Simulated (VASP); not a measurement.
Crystal: Pt.

```
Pt
1.0
     0.00000    1.97158    1.97158
     1.97158    0.00000    1.97158
     1.97158    1.97158    0.00000
Pt
1
Direct
  0.00000 0.00000 0.00000
```

- Program: VASP 6.6.1
- Task: relaxation of cell and atoms
- Functional: PBE
- Dispersion: D3(BJ)
- Potentials or basis: VASP PAW PBE potentials, release 64 (Pt)
- Cutoff: 600 eV
- k mesh: 18 × 18 × 18
- Occupations: gaussian, width 0.1 eV
- Spin: no spin polarisation

At the start: pressure -3.4 GPa; volume 15.33 Å³/atom.

Q: How do energy, volume and symmetry change on relaxing?

A: Over 3 steps the energy falls by 2.1 meV/atom and the volume is 15.13 Å³/atom (-1.3 %); space group Fm-3m (No. 225, to 0.05 Å).

The path:
| step | energy change (eV) | largest force (eV/Å) | pressure (GPa) | volume (Å³) |
| --- | --- | --- | --- | --- |
| 1 | 0.0000 | 0.0000 | -3.42 | 15.33 |
| 2 | 0.0146 | 0.0000 | 10.70 | 14.61 |
| 3 | -0.0021 | 0.0000 | -0.03 | 15.13 |

Final structure:
```
CELL_PARAMETERS angstrom
0.00000 1.96327 1.96327
1.96327 0.00000 1.96327
1.96327 1.96327 0.00000
ATOMIC_POSITIONS crystal
Pt 0.00000 0.00000 0.00000
```

Caveat: pairwise dispersion overbinds metals, which lowers pressure and volume.
